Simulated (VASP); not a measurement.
Energy against volume of Tc (hcp). All values below come from vdW-DF2, VASP's PBE PAW potentials (set 64) (plane waves; VASP). Settings: 520 eV cut-off, 15×15×8 Γ-centred mesh, first-order Methfessel-Paxton smearing of 0.10 eV, potentials Tc_pv.

Shape and ions are relaxed at each volume.

```json
[
 {"V (Å³/atom)": "14.974", "E (eV/atom)": "-6.12434"},
 {"V (Å³/atom)": "15.437", "E (eV/atom)": "-6.13638"},
 {"V (Å³/atom)": "15.900", "E (eV/atom)": "-6.12672"},
 {"V (Å³/atom)": "16.364", "E (eV/atom)": "-6.09877"}
]
```

**Question.** Fit these four points and predict the energy of the run at 14.511 Å³/atom.

**Answer.** A cubic in V^(−2/3), the third-order Birch-Murnaghan form, passes through the four points with V0 = 15.45 Å³/atom and B0 = 249 GPa, and gives -6.0864 eV/atom there. The run gave -6.0867 eV/atom, -0.2 meV/atom from the fit; all five points give B0 = 248 GPa.

The compound is Tc in the hcp structure. It was relaxed first, which changed the volume by +8 %.
